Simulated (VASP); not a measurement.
A convergence study with VASP on NaI (rock salt): one setting is varied, all else stays as given below, so the limit is that of these other settings.

```
NaI
1.0
    0.00000     3.23500     3.23500
    3.23500     0.00000     3.23500
    3.23500     3.23500     0.00000
Na I
1 1
Direct
  0.00000   0.00000   0.00000
  0.50000   0.50000   0.50000
```

These are PBE GGA, VASP's PBE PAW potentials (set 64) (plane waves; VASP 6.6.1) values and carry that method's errors. The tightest run used: 550 eV cut-off, 12×12×12 Monkhorst-Pack mesh, Gaussian smearing of 0.050 eV, potentials Na_pv I.

```json
[
 {"setting": "1×1×1 mesh", "E (eV/atom)": "0.0083", "pressure (GPa)": "20.65", "irreducible k-points": "1"},
 {"setting": "2×2×2 mesh", "E (eV/atom)": "-2.6901", "pressure (GPa)": "0.51", "irreducible k-points": "2"},
 {"setting": "3×3×3 mesh", "E (eV/atom)": "-2.6707", "pressure (GPa)": "0.78", "irreducible k-points": "4"}
]
```

### Question
These are the cheaper rows. Estimate the results at 12×12×12 mesh, and how far the last row shown lies from them.

### Answer

```
quantity        tightest run  last row shown is off by
--------------  ------------  ------------------------
E (eV/atom)          -2.6924                    0.0217
pressure (GPa)          0.46                      0.33
```

Left out are rungs that failed or repeat a setting and relaxations that didn't move; long series are thinned to 24 rows.

The compound is NaI in the rock salt structure. The cell was not relaxed at this level.
